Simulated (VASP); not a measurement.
Consider the following.

```yaml
crystal:
  lattice:
    - [3.18860, 0.00000, 0.00000]
    - [-1.59430, 2.76141, 0.00000]
    - [0.00000, 0.00000, 15.07278]
  atoms:
    - { symbol: Ga, position: [0.66667, 0.33333, 0.50000] }
    - { symbol: N, position: [0.33333, 0.66667, 0.50000] }
```

Method: r2SCAN meta-GGA, VASP's PBE PAW potentials (set 64) (plane waves; VASP 6.6.1). Run with 520 eV cut-off, 11×11×1 Γ-centred mesh, tetrahedra with Blöchl corrections, potentials Ga_d N.

The cell holds a wide vacuum, so values per volume refer to the whole cell.

Problem. Give the energies of bands 7 to 12 at the high-symmetry points, in eV from the valence-band maximum.

Solution. 
```csv
band,Γ,M,K
7,-2.69,-6.16,-5.58
8,-0.18,-2.08,-4.36
9,-0.18,-0.35,0.00
10,2.71,5.29,5.64
11,5.41,5.93,8.19
12,5.57,8.96,9.47
```

The gap is indirect, 2.71 eV, from the valence maximum at K to the conduction minimum at Γ.

The cell is a sheet with vacuum, built from a generated structure.
